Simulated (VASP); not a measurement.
Here is the system:

Space group Fm-3m (No. 225); a = b = c = 6.257 Å, α = β = γ = 90.00°

```json
[
 {"atom": "Ba", "site": "4a", "symmetry": "m-3m", "x": "0.0000", "y": "0.0000", "z": "0.0000"},
 {"atom": "F", "site": "8c", "symmetry": "-43m", "x": "0.2500", "y": "0.2500", "z": "0.2500"}
]
```
(The calculation used a cell of 3 atoms; values per cell refer to that cell.)

Calculation: PBE GGA with D4 dispersion, VASP's PBE PAW potentials (set 64) (plane waves; VASP 6.6.1). Run with 520 eV cut-off, 6×6×6 Γ-centred mesh, Gaussian smearing of 0.050 eV, potentials Ba_sv F.

Problem. Give the energy at these volumes per atom, relative to the lowest: 19.15, 19.76, 20.37, 20.98, 21.59 Å³.

Solution. 15.2, 3.8, 0.0, 2.6, 10.6 meV/atom. A third-order Birch-Murnaghan fit gives B0 = 55.4 GPa and B0′ = 4.6.

Measured: bulk modulus 57.0 GPa (computed value off by -2.8 %), as given by On the Morphology of Group II Metal Fluoride Nanocrystals at Finite Temperature and Partial Pressure of HF, PMC6154342. The calculation is for a static lattice, while the measured bulk modulus holds thermal and zero-point effects, which are part of the difference.

The compound is BaF2 in the fluorite structure. It was relaxed first.
